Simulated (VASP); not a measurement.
Consider the following.

```
CoO
1.0
    4.26000     2.13000     2.13000
    2.13000     4.26000     2.13000
    2.13000     2.13000     4.26000
Co O
2 2
Direct
  0.00000   0.00000   0.00000
  0.50000   0.50000   0.50000
  0.25000   0.25000   0.25000
  0.75000   0.75000   0.75000
```
Starting moments (μB, in the order of the record's atoms Co Co O O): 3.0 -3.0 0.0 0.0.

Computed with PBEsol GGA, VASP's PBE PAW potentials (set 64) (plane waves; VASP). Run with 400 eV cut-off, 6×6×6 Γ-centred mesh, Fermi-Dirac smearing of 0.050 eV, potentials Co O.

At this cut-off the stress carries a Pulay error, which pulls relaxed volumes low.

### Question
What does the run give for the cell moment, energy per atom (σ→0), pressure, band gap (on the k-mesh) with the smallest direct gap where there is one?

### Answer

```yaml
band gap (on the k-mesh): none (metal, semimetal or under 0.01 eV)
cell_moment: 0.00 μB
energy per atom (σ→0): -7.050 eV/atom
pressure: -19.76 GPa
```

### Question
Give the moment on each site (PAW-sphere projection).

### Answer

```csv
site,moment (μB)
Co1,2.41
Co2,-2.41
O3,0.00
O4,0.00
```

Total energies compare only between runs with the same potentials, cut-off and functional.

The structure is a typed CoO crystal. The cell was not relaxed at this level. The k-mesh is coarse (spacing up to 0.41 per Å, 2π included), so the numbers may not be converged in it.
